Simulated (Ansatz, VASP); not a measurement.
# BeSb and the effect of spin-orbit coupling

The cell as given:

Symmetry: P-6m2, No. 187, hexagonal system. Conventional cell: a = 3.879 Å, b = 3.879 Å, c = 3.038 Å, α = 90.00°, β = 90.00°, γ = 120.00°. Be (site symmetry -6m2) is surrounded by 6 Sb at 2.71 Å and 2 Be at 3.04 Å. Sb (site symmetry -6m2) is surrounded by 6 Be at 2.71 Å and 2 Sb at 3.04 Å.

The cell comes from a database or a generator and needn't be the stable form of this composition.

Kept alike: task relaxation of cell and atoms; functional PBE; k mesh 6 × 6 × 7; occupations fermi-dirac, width 0.05 eV. Program: Ansatz, Ansatz PAW, cutoff 420 eV. The mesh is that of the run's cell of 2 atoms.

| spin-orbit coupling | volume (Å³/atom) | first edge of the run's cell (Å) | third edge of the run's cell (Å) |
| --- | --- | --- | --- |
| off | 19.945 | 3.918 | 3.001 |
| on | 19.940 | 3.916 | 3.003 |

The relaxations keep at least the cell's symmetry (P-6m2). For a metal such a mesh leaves the last digits unconverged. Relaxations stop with a little pressure left, so the last digits of a volume or edge aren't settled.

What does spin-orbit coupling change here?

The volume runs from 19.940 (on) to 19.945 Å³/atom (off). A twin series (VASP, PBE PAW files Be, Sb, 600 eV) moves it by -0.0011 between off and on, against -0.0051 Å³/atom here. The first edge of the run's cell runs from 3.916 (on) to 3.918 Å (off). A twin series (VASP, PBE PAW files Be, Sb, 600 eV) moves it by -0.0022 between off and on, against -0.0021 Å here. The third edge of the run's cell runs from 3.001 (off) to 3.003 Å (on). A twin series (VASP, PBE PAW files Be, Sb, 600 eV) moves it by +0.0032 between off and on, against +0.0024 Å here.
